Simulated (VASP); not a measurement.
Given:

```
Bi
1.0
    4.16582    -2.27500     0.00000
    4.16582     2.27500     0.00000
    2.92342     0.00000     3.73943
Bi
2
Direct
  0.23400   0.23400   0.23400
  0.76600   0.76600   0.76600
```

Method: PBE GGA, VASP's PBE PAW potentials (set 64) (plane waves; VASP). Numerical set-up: 400 eV cut-off, 8×8×8 Γ-centred mesh, first-order Methfessel-Paxton smearing of 0.10 eV, potentials Bi_d.

Task: Which forces act on the atoms, in eV/Å?

Result: 
| atom | Fx | Fy | Fz |
|---|---|---|---|
| Bi1 | 0.131 | 0.000 | 0.044 |
| Bi2 | -0.131 | 0.000 | -0.044 |

Task: Give the stress tensor in GPa (positive for a compressed cell).

Result: 
```
1.57  0.00  0.02
0.00  1.52  0.00
0.02  0.00  1.52
```
The pressure is its mean diagonal, 1.53 GPa.

The compound is Bi in the a7 structure. The cell was not relaxed at this level.
